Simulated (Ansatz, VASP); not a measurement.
**One calculation of AlIn2, two programs**

```xyz
3
Lattice="5.4221 0.0000 0.0000 0.0000 5.4221 0.0000 0.0000 0.0000 3.1611" Properties=species:S:1:pos:R:3 pbc="T T T"
Al    0.0000    0.0000    0.0000
In    0.0000    2.7111    0.0000
In    2.7111    0.0000    0.0000
```

Change from the starting cell: species swapped into the CuI2 type (P4/mmm, No. 123).

Alike in both runs: task relaxation of cell and atoms; functional PBE; k mesh 8 × 8 × 14; occupations gaussian, width 0.1 eV; no spin polarisation.

|  | VASP | Ansatz |
| --- | --- | --- |
| version | VASP 6.6.1 | Ansatz 0.2.0 |
| potentials or method | VASP PAW PBE potentials, release 64 (Al, In_d) | scalar-relativistic, plane waves, PAW |
| plane-wave cutoff (eV) | 600 | 420 |
| valence electrons in the cell | 29 | 29 |

```tsv
	VASP	Ansatz	Ansatz less VASP
gap on the k mesh at the Fermi level, each at its own relaxed structure (eV)	none	none	-
relaxed volume (Å³/atom)	31.10	31.14	+0.035
relaxed cell length with the largest relative difference (Å)	5.568	5.571	+0.0028
energy change over the relaxation (meV/atom)	-21	-21	-0.4
```

A gap of «none» marks a metal or a gap that the smearing closes.
